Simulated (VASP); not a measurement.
Given:

```
CELL_PARAMETERS angstrom
      0.00000     2.27507     2.27507
      2.27507     0.00000     2.27507
      2.27507     2.27507     0.00000
ATOMIC_POSITIONS crystal
  Ga 0.00000 0.00000 0.00000
  N  0.25000 0.25000 0.25000
```

The numbers are results of PBE GGA, VASP's PBE PAW potentials (set 64) (plane waves; VASP 6.6.1), not measurements. Settings: 600 eV cut-off, 10×10×10 Γ-centred mesh, Gaussian smearing of 0.050 eV, potentials Ga_d N.

Task: Estimate the energy per atom (σ→0), band gap (on the k-mesh) with the smallest direct gap where there is one.

Result: 
```yaml
band gap (on the k-mesh): 1.54 eV
smallest direct gap (on the k-mesh): 1.54 eV
energy per atom (σ→0): -6.078 eV/atom
```

The absolute energy has meaning only against runs of the same code, potentials and settings.

The compound is GaN in the zinc blende structure, a metastable form; wurtzite is the usual one. It was relaxed first.
